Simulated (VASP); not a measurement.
CdS (nc):

```
Cd S
1.0
     4.15000    0.00000    0.00000
    -2.07500    3.59401    0.00000
     0.00000    0.00000    6.73700
Cd S
2 2
Direct
  0.33333 0.66667 0.00000
  0.66667 0.33333 0.50000
  0.33333 0.66667 0.37500
  0.66667 0.33333 0.87500
```

| Item | Value |
| --- | --- |
| Program | VASP 6.6.1 |
| Task | relaxation of cell and atoms |
| Functional | PBE |
| Potentials or basis | VASP PAW PBE potentials, release 64 (Cd, S) |
| Cutoff | 600 eV |
| k mesh | 9 × 9 × 4 |
| Occupations | gaussian, width 0.02 eV |
| Spin | no spin polarisation |

At the start: pressure 2.4 GPa; volume 25.12 Å³/atom.

Problem. Where does the relaxation end?

Solution. Over 32 steps the energy falls by 7.7 meV/atom and the volume is 26.16 Å³/atom (+4.1 %); space group P6_3mc (No. 186, to 0.05 Å).

The path:
| step | energy change (eV) | largest force (eV/Å) | pressure (GPa) | volume (Å³) |
| --- | --- | --- | --- | --- |
| 1 | 0.0000 | 0.0696 | 2.38 | 100.48 |
| 2 | -0.0279 | 0.0022 | -0.67 | 106.01 |
| 3 | -0.0307 | 0.0149 | -0.01 | 104.66 |
| 4 | -0.0307 | 0.0159 | 0.00 | 104.57 |
| 5 | -0.0308 | 0.0076 | 0.05 | 104.56 |
| 6 | -0.0308 | 0.0041 | 0.05 | 104.55 |
| 7 | -0.0308 | 0.0004 | 0.00 | 104.65 |
| 8 | -0.0308 | 0.0001 | 0.00 | 104.64 |
| 9 | -0.0308 | 0.0013 | -0.03 | 104.69 |
| 10 | -0.0308 | 0.0012 | -0.02 | 104.70 |
| 11 | -0.0308 | 0.0021 | -0.04 | 104.72 |
| 12 | -0.0308 | 0.0037 | 0.00 | 104.68 |
| 13 | -0.0308 | 0.0033 | -0.02 | 104.68 |
| 14 | -0.0308 | 0.0022 | -0.01 | 104.65 |
| 15 | -0.0308 | 0.0002 | 0.01 | 104.61 |
| 16 | -0.0308 | 0.0010 | 0.02 | 104.63 |
| 17 | -0.0308 | 0.0021 | 0.01 | 104.64 |
| 18 | -0.0308 | 0.0024 | 0.02 | 104.65 |
| 19 | -0.0308 | 0.0024 | 0.01 | 104.65 |
| 20 | -0.0308 | 0.0025 | 0.00 | 104.65 |
| 21 | -0.0308 | 0.0005 | 0.01 | 104.65 |
| 22 | -0.0308 | 0.0006 | 0.01 | 104.66 |
| 23 | -0.0308 | 0.0006 | 0.01 | 104.66 |
| 24 | -0.0308 | 0.0007 | -0.01 | 104.67 |
| 25 | -0.0308 | 0.0012 | 0.00 | 104.68 |
| 26 | -0.0308 | 0.0009 | -0.01 | 104.69 |
| 27 | -0.0308 | 0.0001 | -0.02 | 104.68 |
| 28 | -0.0308 | 0.0003 | -0.02 | 104.68 |
| 29 | -0.0308 | 0.0001 | -0.02 | 104.68 |
| 30 | -0.0308 | 0.0003 | -0.01 | 104.67 |
| 31 | -0.0308 | 0.0002 | -0.01 | 104.66 |
| 32 | -0.0308 | 0.0001 | 0.00 | 104.63 |

Final structure:
```cif
data_structure
_symmetry_space_group_name_H-M 'P 1'
_symmetry_Int_Tables_number 1
_cell_length_a 4.2026
_cell_length_b 4.2026
_cell_length_c 6.8404
_cell_angle_alpha 90.000
_cell_angle_beta 90.000
_cell_angle_gamma 120.000
_cell_volume 104.63
loop_
_atom_site_label
_atom_site_type_symbol
_atom_site_fract_x
_atom_site_fract_y
_atom_site_fract_z
_atom_site_occupancy
Cd1 Cd 0.33333 0.66667 0.99923 1
Cd2 Cd 0.66667 0.33333 0.49923 1
S1 S 0.33333 0.66667 0.37577 1
S2 S 0.66667 0.33333 0.87577 1
```
